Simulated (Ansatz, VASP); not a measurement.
## ZnSe (Stilleite): VASP beside Ansatz

One calculation is typed for both programs; each brings its own data sets. How far apart do they land? The cell is taken from a series of runs on this material, whose earlier steps may have relaxed, scaled, displaced or heated it; both programs get it as it stands.

Calculated with Ansatz 0.2.0; plane waves, with VASP 6.6.1 beside it; relaxation of cell and atoms at PBE with D3(BJ) and zone-centre phonons at PBE with D3(BJ).

### Step 1. Starting point

The structure is cubic, space group F-43m (No. 216). The conventional cell has a = 5.655 Å, b = 5.655 Å, c = 5.655 Å, α = 90.00°, β = 90.00°, γ = 90.00°. Zn has 4 Se at 2.45 Å nearest. Nearest to Se lie 4 Zn at 2.45 Å. Farther neighbours and most contacts between anions are not listed.

### Step 2. VASP: relaxation of cell and atoms, PBE with D3(BJ), pair 1

The relaxed volume is the usual yardstick between codes: in a stiff, nearly cubic crystal its relative difference is about their pressure difference at one cell divided by the bulk modulus.

Lines of VASP's logs that name or quote its potential files are left out, and so is its time.

File INCAR:

```
SYSTEM = ZnSe
PREC = Accurate
ENCUT = 500
EDIFF = 1E-07
NELM = 120
ISMEAR = 0
SIGMA = 0.01
LREAL = .FALSE.
ALGO = Normal
GGA = PE
IVDW = 12
NBANDS = 15
LORBIT = 11
LWAVE = .FALSE.
LCHARG = .FALSE.
ISIF = 3
IBRION = 2
NSW = 80
EDIFFG = -0.005
LASPH = .TRUE.
GGA_COMPAT = .FALSE.
NELMIN = 4
EFERMI = MIDGAP
KPAR = 2
```

File POSCAR:

```
ZnSe
1.0
    0.0000000000      2.8274670000      2.8274670000
    2.8274670000      0.0000000000      2.8274670000
    2.8274670000      2.8274670000      0.0000000000
Zn Se
1 1
Direct
    0.0000000000      0.0000000000      0.0000000000
    0.2499999116      0.2499999116      0.2499999116
```

File KPOINTS:

```
Automatic mesh
0
Gamma
8 8 8
0 0 0
```

PAW data sets: Zn and Se (PBE family, release 64).

Started as:

```sh
$ mpirun -np 2 vasp_std
```

Numbers of over 12 decimals in the logs are rounded to 6 here.

Log:

```text
[banner, memory and clock lines left out]
running    2 mpi-ranks, on    1 nodes
 distrk:  each k-point on    1 cores,    2 groups
 distr:  one band on    1 cores,    1 groups

 POSCAR found type information on POSCAR ZnSe
 POSCAR found :  2 types and       2 ions
 LDA part: xc-table for (Slater+PW92), standard interpolation
 POSCAR, INCAR and KPOINTS ok, starting setup
 FFT: planning ... GRIDC
 FFT: planning ... GRID_SOFT
 FFT: planning ... GRID
 WAVECAR not read
 entering main loop
       N       E                     dE             d eps       ncg     rms          rms(c)
DAV:   1     0.861034641108E+02    0.86103E+02   -0.87837E+03   870   0.135E+03
DAV:   2    -0.675498252239E+00   -0.86779E+02   -0.82632E+02   933   0.255E+02
DAV:   3    -0.625429393985E+01   -0.55788E+01   -0.55532E+01  1094   0.644E+01
DAV:   4    -0.630297750672E+01   -0.48684E-01   -0.48678E-01   989   0.623E+00
DAV:   5    -0.630322767520E+01   -0.25017E-03   -0.25017E-03  1178   0.419E-01    0.481E+00
DAV:   6    -0.603373081728E+01    0.26950E+00   -0.56774E-01  1263   0.255E+01    0.367E+00
DAV:   7    -0.601491114654E+01    0.18820E-01   -0.16468E-01   947   0.378E+00    0.155E+00
DAV:   8    -0.601477405632E+01    0.13709E-03   -0.46015E-03  1139   0.695E-01    0.458E-01
DAV:   9    -0.601501189338E+01   -0.23784E-03   -0.11165E-03  1010   0.265E-01    0.679E-02
DAV:  10    -0.601511420879E+01   -0.10232E-03   -0.17828E-04  1018   0.104E-01    0.212E-02
DAV:  11    -0.601511313814E+01    0.10706E-05   -0.34054E-05  1010   0.475E-02    0.540E-03
DAV:  12    -0.601511431198E+01   -0.11738E-05   -0.43950E-06  1017   0.130E-02    0.324E-03
DAV:  13    -0.601511440396E+01   -0.91981E-07   -0.55514E-07   982   0.606E-03
   1 F= -.66644804E+01 E0= -.66644804E+01  d E =-.666448E+01
 curvature:   0.00 expect dE= 0.000E+00 dE for cont linesearch  0.000E+00
 trial: gam= 0.00000 g(F)=  0.247E-42 g(S)=  0.351E-03 ort = 0.000E+00 (trialstep = 0.100E+01)
 search vector abs. value=  0.351E-03
 bond charge predicted
       N       E                     dE             d eps       ncg     rms          rms(c)
DAV:   1    -0.602361170537E+01   -0.84974E-02   -0.56018E-02  1066   0.474E+00    0.489E-01
DAV:   2    -0.601949479519E+01    0.41169E-02   -0.12697E-02  1080   0.294E+00    0.180E-01
DAV:   3    -0.601898921748E+01    0.50558E-03   -0.46047E-04   926   0.184E-01    0.862E-02
DAV:   4    -0.601886290247E+01    0.12632E-03   -0.72831E-05  1080   0.102E-01    0.332E-02
DAV:   5    -0.601884778068E+01    0.15122E-04   -0.17862E-05  1250   0.695E-02    0.296E-03
DAV:   6    -0.601884810423E+01   -0.32355E-06   -0.43710E-06   933   0.249E-02    0.297E-03
DAV:   7    -0.601884858837E+01   -0.48414E-06   -0.47618E-07  1010   0.143E-02    0.175E-03
DAV:   8    -0.601884847024E+01    0.11813E-06   -0.14005E-07   477   0.831E-03    0.194E-04
DAV:   9    -0.601884848094E+01   -0.10706E-07   -0.10673E-08   449   0.108E-03
   2 F= -.66645928E+01 E0= -.66645928E+01  d E =-.112381E-03
 trial-energy change:   -0.000112  1 .order   -0.000117   -0.000351    0.000118
 step:   0.7378(harm=  0.7482)  dis= 0.00000  next Energy=    -6.664608 (dE=-0.128E-03)
 bond charge predicted
       N       E                     dE             d eps       ncg     rms          rms(c)
DAV:   1    -0.601824246878E+01    0.60600E-03   -0.38380E-03  1073   0.123E+00    0.129E-01
DAV:   2    -0.601795794721E+01    0.28452E-03   -0.89416E-04  1080   0.804E-01    0.470E-02
DAV:   3    -0.601792465221E+01    0.33295E-04   -0.31615E-05   940   0.528E-02    0.225E-02
DAV:   4    -0.601791673147E+01    0.79207E-05   -0.53940E-06  1073   0.286E-02    0.883E-03
DAV:   5    -0.601791586100E+01    0.87047E-06   -0.12710E-06  1260   0.186E-02    0.739E-04
DAV:   6    -0.601791585017E+01    0.10830E-07   -0.29528E-07   709   0.655E-03
   3 F= -.66646075E+01 E0= -.66646075E+01  d E =-.127094E-03
 curvature:  -0.37 expect dE=-0.105E-07 dE for cont linesearch -0.105E-07
 trial: gam= 0.00000 g(F)=  0.291E-40 g(S)=  0.282E-07 ort =-0.315E-05 (trialstep = 0.948E+00)
 search vector abs. value=  0.283E-07
 reached required accuracy - stopping structural energy minimisation
```

OUTCAR, selected parts (step 2):

```text
ion  position               nearest neighbor table
   1  0.000  0.000  0.000-   2 2.45   2 2.45   2 2.45   2 2.45
   2  0.250  0.250  0.250-   1 2.45   1 2.45   1 2.45   1 2.45

  LATTYP: Found a face centered cubic cell.
 ALAT       =     5.6549340000

 Subroutine GETGRP returns: Found 24 space group operations
 (whereof 24 operations were pure point group operations)

The static configuration has the point symmetry T_d .

 Found     29 irreducible k-points:

   k-points           NKPTS =     29   k-points in BZ     NKDIM =     29   number of bands    NBANDS=     15

   dimension x,y,z NGX =    30 NGY =   30 NGZ =   30
   dimension x,y,z NGXF=    60 NGYF=   60 NGZF=   60

   ENCUT  =  500.0 eV  36.75 Ry    6.06 a.u.   7.29  7.29  7.29*2*pi/ulx,y,z

   NELECT =      18.0000    total number of electrons

 k-points in reciprocal lattice and weights: Automatic mesh
   0.00000000  0.00000000  0.00000000       0.002
   0.12500000  0.00000000  0.00000000       0.016
   0.25000000  0.00000000  0.00000000       0.016
   0.37500000  0.00000000  0.00000000       0.016
   0.50000000  0.00000000  0.00000000       0.008
   0.12500000  0.12500000  0.00000000       0.012
   0.25000000  0.12500000  0.00000000       0.047
   0.37500000  0.12500000  0.00000000       0.047
   0.50000000  0.12500000  0.00000000       0.047
[...]
-0.37500000  0.50000000  0.12500000       0.023
  -0.25000000  0.50000000  0.25000000       0.012

 Edisp (eV)   -0.64574

 average (electrostatic) potential at core
       1 -37.0751       2 -55.9518

 E-fermi :   2.2902

 k-point     1 :       0.0000    0.0000    0.0000
  band No.  band energies     occupation
    ...
      5      -4.5453      2.00000
      6      -4.5453      2.00000
      7       1.6390      2.00000
      8       1.6390      2.00000
      9       1.6390      2.00000
     10       2.9414      0.00000
     11       7.4385      0.00000
     12       7.4385      0.00000
     13       7.4385      0.00000
     14      11.5782      0.00000
    ...

 k-point     2 :       0.1250    0.0000    0.0000
  band No.  band energies     occupation
    ...
      5      -4.5467      2.00000
      6      -4.5467      2.00000
      7       0.3192      2.00000
      8       1.4861      2.00000
      9       1.4861      2.00000
     10       3.9263      0.00000
     11       7.3852      0.00000
     12       7.6934      0.00000
     13       7.6934      0.00000
     14      12.3209      0.00000
    ...

 k-point     3 :       0.2500    0.0000    0.0000
  band No.  band energies     occupation
    ...
      5      -4.5452      2.00000
      6      -4.5452      2.00000
      7      -1.4156      2.00000
      8       1.1595      2.00000
      9       1.1596      2.00000
     10       4.3946      0.00000
     11       8.0727      0.00000
     12       8.0727      0.00000
     13       8.2164      0.00000
     14      12.0845      0.00000
    ...

 Edisp (eV)   -0.64669

  Total      -0.00062    -0.00062    -0.00062     0.00000     0.00000     0.00000
  in kB      -0.02202    -0.02202    -0.02202     0.00000     0.00000     0.00000
  external pressure =       -0.02 kB  Pullay stress =        0.00 kB

  energy-cutoff  :      500.00
  volume of cell :       45.38
      direct lattice vectors                 reciprocal lattice vectors
     0.000000000  2.830973825  2.830973825    -0.176617670  0.176617670  0.176617670
     2.830973825 -0.000000000  2.830973825     0.176617670 -0.176617670  0.176617670
     2.830973825  2.830973825  0.000000000     0.176617670  0.176617670 -0.176617670

 POSITION                                       TOTAL-FORCE (eV/Angst)
 -----------------------------------------------------------------------------------
      0.00000      0.00000      0.00000         0.000000      0.000000      0.000000
      1.41549      1.41549      1.41549        -0.000000     -0.000000     -0.000000
 -----------------------------------------------------------------------------------
    total drift:                                0.000156      0.000156      0.000156

  FREE ENERGIE OF THE ION-ELECTRON SYSTEM (eV)
  ---------------------------------------------------
  free  energy   TOTEN  =        -6.6646075310 eV

  energy  without entropy=       -6.6646075310  energy(sigma->0) =       -6.66460753

 reached required accuracy - stopping structural energy minimisation

 total charge
# of ion       s       p       d       tot
------------------------------------------
    1        0.535   0.449   9.786  10.770
    2        1.436   2.431   0.031   3.897
--------------------------------------------------
tot          1.971   2.880   9.816  14.667

[... 3 further parts left out ...]
```

### Step 3. Ansatz: relaxation of cell and atoms, PBE with D3(BJ), pair 1

Ansatz runs on its default PAW (the set named soft_2) files.

The same cell, functional and mesh now go to Ansatz, which takes its cutoff from its data sets.

File input.yaml:

```yaml
crystal:
  lattice:
    - [0.0, 2.8274666387, 2.8274666387]
    - [2.8274666387, 0.0, 2.8274666387]
    - [2.8274666387, 2.8274666387, 0.0]
  atoms:
    - { symbol: Zn, position: [0.0, 0.0, 0.0] }
    - { symbol: Se, position: [0.25, 0.25, 0.25] }
kpoints:
  mp_grid: { grid: [8, 8, 8] }
hamiltonian:
  xc: pbe
  dispersion: d3bj
scf:
  occupations: { method: fixed }
output:
  forces: true
  stress: true
  eigenvalues: true
relax:
  adjacent_minimum: "off"
  f_tol: 0.001
  max_steps: 60
  cell: { stress_tol: 0.01 }
```

Started as:

```sh
$ ansatz run input.yaml --threads 4 --pin off --max-ram 8192MiB --backend cpu --events-out ev --progress --plain --runs-dir out
```

Log:

```text
Engine: ansatz 0.2.0, x86_64-unknown-linux-gnu
Pseudopotentials: kind: paw
Pseudopotential: Zn, paw, valence charge 12, recommended cutoff 420 eV (normal), Zn.paw.azcp
Pseudopotential: Se, paw, valence charge 16, recommended cutoff 420 eV (normal), Se.paw.azcp
Functional definition: PBE
  parameter kappa = 0.804
  parameter beta = 0.066725
  exchange = pbe_x(kappa = kappa, mu = beta*pi^2/3)
  correlation = pbe_c(beta = beta)
Crystal: 2 atoms, lattice volume = 45.209 Å³
Basis set: ecut = 420 eV, 893 PW (Γ), exchange–correlation on 54×54×54 points (8 copies of the dense FFT grid, shifted against one another)
Bands: 18, of which v1, the nominal top of the filled ones, is band 14 counted from 1 (13 counted from 0)
Symmetry: 24 space group operations
Space group: F-43m (ITA 216), of the structure as read, at distance tolerance 3.6e-5 Å
k-points: 29 of 512 (time reversal used)
Non-local potential: Zn, projectors of the file, l = 0: 2, l = 1: 2, l = 2: 3, l = 3: 1
Non-local potential: Se, projectors of the file, l = 0: 2, l = 1: 2, l = 2: 3, l = 3: 1
PAW form: soft (Blöchl's): semilocal exchange-correlation on the pseudo side does not see the compensation charge
PAW one-centre angular grid: Zn, 590 points (default); XC on 64 Gauss nodes
PAW one-centre angular grid: Se, 590 points (default); XC on 64 Gauss nodes
Initial density: superposition of atomic densities (neutral atoms: chi_scale 0, normalization atom), corrected by the library's trained network
Initial wavefunctions: pseudopotential atomic-orbital guess
Functional: x = pbe(κ = 0.804, μ = 0.219515), c = pbe(β = 0.066725)
SCF iter   1: F=—  HF=-8790.171457 eV  |F-HF|=—  |Δ(HF+E_count)|=         —  Δρ=8.00e-4  dr2=4.18e-4  ethr=1.77e-3  ⟨swp⟩=4.9  Hψ=2392  notcnv=0  defer=51
preconditioner: auto → none  [insulator: Δε(μ)=1.308 eV  Ē_g=11.952 eV  n_scr=14 (ndim 8)  ℏωp=23.4 eV  f_vac=0.119  ε∞_Penn≈4.8]
SCF iter   2: F=—  HF=-8790.171312 eV  |F-HF|=—  |Δ(HF+E_count)|=   1.46e-4  Δρ=3.58e-4  dr2=3.04e-5  ethr=1.49e-6  ⟨swp⟩=2.1  Hψ=1209  notcnv=0  defer=53
SCF iter   3: F=—  HF=-8790.171332 eV  |F-HF|=—  |Δ(HF+E_count)|=   1.99e-5  Δρ=1.64e-4  dr2=6.54e-6  ethr=1.08e-7  ⟨swp⟩=2.0  Hψ=815  notcnv=0  defer=43
SCF iter   4: F=—  HF=-8790.171332 eV  |F-HF|=—  |Δ(HF+E_count)|=   4.48e-7  Δρ=7.73e-5  dr2=1.01e-6  ethr=2.33e-8  ⟨swp⟩=2.0  Hψ=754  notcnv=0  defer=47
SCF iter   5: F=—  HF=-8790.171336 eV  |F-HF|=—  |Δ(HF+E_count)|=   3.42e-6  Δρ=1.53e-5  dr2=1.42e-7  ethr=3.62e-9  ⟨swp⟩=2.0  Hψ=928  notcnv=0  defer=53
SCF iter   6: F=-8790.171336 eV  HF=-8790.171336 eV  |F-HF|=9.49e-9  |Δ(HF+E_count)|=   3.32e-8  Δρ=4.24e-6  dr2=5.86e-9  ethr=3.57e-10  ⟨swp⟩=7.1  Hψ=2533  notcnv=0
SCF 1 converged in 6 iterations: F = -8790.171336 eV  dr2 = 5.86e-9
  greatest PAW one-centre occupation: 1.000 electrons in one spin orbital (limit 2), on the Se atom at site 1 (counted from 0), in its partial waves of l = 2
relax step   1: F+E_penalty+E_count = -8790.17133574 eV  Δ(F+E_penalty+E_count) = +0.000e0 eV  max|allowed force component| = 1.457e-16 eV/Å  Δτ_max = 0.0000 Å  P = +0.002 GPa  Ω = 45.209 Å³  (6 SCF iters, dr2 threshold 1.00e-7 eV, accepted)
Initial density: handed on by an earlier stage of this run
Initial wavefunctions: pseudopotential atomic-orbital guess (no wavefunctions were taken with the density)
iter 1 solved again at ethr=2.08e-8 eV; its pass at ethr=3.10e-3 eV (dr2=5.83e-6 eV) is discarded
SCF iter   1: F=—  HF=-8790.171337 eV  |F-HF|=—  |Δ(HF+E_count)|=         —  Δρ=4.06e-6  dr2=5.47e-9  ethr=2.08e-8  ⟨swp⟩=3.1  Hψ=3721  notcnv=0  defer=51
preconditioner: auto → none  [insulator: Δε(μ)=1.315 eV  Ē_g=11.948 eV  n_scr=14 (ndim 8)  ℏωp=23.4 eV  f_vac=0.114  ε∞_Penn≈4.8]
SCF iter   2: F=—  HF=-8790.171336 eV  |F-HF|=—  |Δ(HF+E_count)|=   1.65e-6  Δρ=2.29e-6  dr2=1.29e-9  ethr=1.96e-11  ⟨swp⟩=2.1  Hψ=930  notcnv=0  defer=20
SCF iter   3: F=—  HF=-8790.171336 eV  |F-HF|=—  |Δ(HF+E_count)|=   4.72e-9  Δρ=8.87e-7  dr2=3.11e-10  ethr=4.59e-12  ⟨swp⟩=2.0  Hψ=780  notcnv=0  defer=20
SCF iter   4: F=—  HF=-8790.171336 eV  |F-HF|=—  |Δ(HF+E_count)|=  7.09e-10  Δρ=4.68e-7  dr2=6.86e-11  ethr=1.11e-12  ⟨swp⟩=2.0  Hψ=783  notcnv=0  defer=20
SCF iter   5: F=—  HF=-8790.171336 eV  |F-HF|=—  |Δ(HF+E_count)|=  1.09e-11  Δρ=8.77e-8  dr2=3.69e-12  ethr=2.45e-13 (applied; sched 1.00e-12)  ⟨swp⟩=2.0  Hψ=754  notcnv=0  defer=20
SCF iter   6: F=-8790.171336 eV  HF=-8790.171336 eV  |F-HF|=1.82e-12  |Δ(HF+E_count)|=  1.46e-11  Δρ=1.87e-8  dr2=1.66e-13  ethr=1.00e-12  ⟨swp⟩=6.9  Hψ=2669  notcnv=0
SCF 2 converged in 6 iterations: F = -8790.171336 eV  dr2 = 1.66e-13
relax step   2: F+E_penalty+E_count = -8790.17133575 eV  Δ(F+E_penalty+E_count) = -4.991e-9 eV  max|allowed force component| = 1.318e-16 eV/Å  Δτ_max = 0.0000 Å  P = +0.002 GPa  Ω = 45.209 Å³  stress off target by 1.79e-3 GPa  SCF on the basis re-selected at this cell (its energy is not comparable with the rows above)  (6 SCF iters)
basis re-selected at this cell: Δ(F+E_penalty+E_count) = -4.991e-9 eV, ΔP = +0.000 GPa vs the last step (what re-selecting the basis moved, of the pressure what is left beyond the Pulay correction that the steps carried, after the strain that the cell walked since its last selection, with what the two solves' SCF thresholds leave and, on support functions, any second-order correction that the steps lacked; it is no m [...]
SCF converged after 6 iterations
Free energy (F): -8790.171336 eV
Harris-Foulkes:  -8790.171336 eV  (|F-HF|=1.82e-12)
Internal energy: -8790.171336 eV  (E = F + TS)
E sigma→0 (E₀):  -8790.171336 eV
Fermi energy:    6.870912 eV
--- Per-component energies (eV) ---
  E_band       = -379.386741
  E_kinetic    = 250.307750
  E_local      = -4380.814829  (includes V_loc(G=0)·N_el)
  E_nonlocal   = 18.278807
  E_hartree    = 2030.595717
  E_xc         = -241.616318
  E_vxc        = -150.442931  (∫ρ·V_xc dr)
  E_paw        = -3739.234437  (= ΣΔE_a)
  E_vpaw       = -177.906066  (= ΣTr[D̂ρ^β])
  E_aug_tail   = -0.000909  (compensation charges beyond the density's cutoff)
  E_ewald      = -2727.037600
  E_disp       = -0.649517  (pairwise vdW)
  E_smearing   = -0.000000  (= −TS)
  E_closure    = 0.000000  (closes the sum)
  Σ components = -8790.171336   (vs F -8790.171336, Δ=0.00e0)
--- Forces (eV/Å), atoms counted from 1 ---
  atom   1  Zn     0.00000000    -0.00000000     0.00000000
  atom   2  Se    -0.00000000     0.00000000    -0.00000000
  max |Σ_I F_I| component: 1.43e-16 eV/Å
--- Stress (GPa, compression-positive) ---
        0.001793       0.000000      -0.000000
        0.000000       0.001793       0.000000
       -0.000000       0.000000       0.001793
  P = ⅓ Tr σ = 0.0018 GPa (0.018 kbar)
--- Band table (eV; the first three rows and the last of 29) ---
  k-point 0: bands = [... 10 lower, 0.6856, 6.8709, 6.8709, 6.8709, 8.1859, 12.6795, 12.6795, 12.6795]
  k-point 1: bands = [... 10 lower, 0.6842, 5.5507, 6.7171, 6.7171, 9.1693, 12.6240, 12.9355, 12.9355]
  k-point 2: bands = [... 10 lower, 0.6857, 3.8103, 6.3887, 6.3887, 9.6367, 13.3157, 13.3157, 13.4548]
  k-point 28: bands = [... 10 lower, 0.9904, 2.1558, 4.0832, 4.1780, 12.3529, 12.4550, 13.8559, 14.5833]
--- Relaxed structure (1 steps of the walk, 1 accepted, 1 SCFs on fresh bases) ---
  F+E_penalty+E_count = -8790.17133575 eV   max|allowed force component| = 1.318e-16 eV/Å   (the final SCF, on the basis selected at the relaxed cell)
  cell:  # Å, volume = 45.2087 Å³
    - [0.0, 2.8274666387, 2.8274666387]
    - [2.8274666387, 0.0, 2.8274666387]
    - [2.8274666387, 2.8274666387, 0.0]
  atoms:
    - { symbol: Zn, position: [0.0, 0.0, 0.0] }
    - { symbol: Se, position: [0.25, 0.25, 0.25] }
```

In the SCF lines HF is the Harris–Foulkes energy and dr2 the Hartree energy of the density residual, in eV; the loop may stop once dr2 is under the threshold and the program's other checks hold. Hψ counts applications of the Hamiltonian.

### Step 4. Differences

Known differences besides the potentials themselves: fixed occupations in Ansatz, narrow Gaussian smearing in VASP; the data sets hold 28 valence electrons in Ansatz (on its default PAW (the set named soft_2) files) and 18 in VASP; the cutoff is 420 eV in Ansatz and 500 eV in VASP; Ansatz adds a Pulay correction to the stress that steers its cell, VASP none. Total energies have different zeros and are not compared.

The two programs side by side:

```
                                         quantity  Ansatz   VASP  difference
                                      volume (Å³)   45.21  45.38     -0.37 %
edge a after relaxation, in the typed setting (Å)   3.999  4.004     -0.12 %
```

[end of part 1 of 2]

[Lines on the potential files, build, host, timing and source positions are cut from VASP's logs without a mark.]

[Logs are printed without paths, hosts, clocks, repeated set-up lines and the standing remarks that a program may print on its own settings, such as how far it seeks lower states.]

[Hosts, paths, dates, database ids (printed as entryN), source tags and the programs' standing remarks are cut or masked in the printed files.]
